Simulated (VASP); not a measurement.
These are PBEsol GGA, VASP's PBE PAW potentials (set 64) (plane waves; VASP) values and carry that method's errors.

Gaps are without spin-orbit coupling.

```
Item                                                  Result
---------------------------------------------  -------------
volume per atom                                22.42 Å³/atom
band gap (over mesh and band path)                   2.16 eV
smallest direct gap (over mesh and band path)        3.00 eV
Hill bulk modulus                                   61.9 GPa
Hill shear modulus                                  42.2 GPa
```

**Question.** Which relaxed crystal gives these values?
(A) CaS, Fm-3m (225)
(B) HgO, P3_221 (154)
(C) Fe2O3, R-3c (167)
(D) CdF2, Fm-3m (225)

**Answer.** A, CaS, Fm-3m (225)
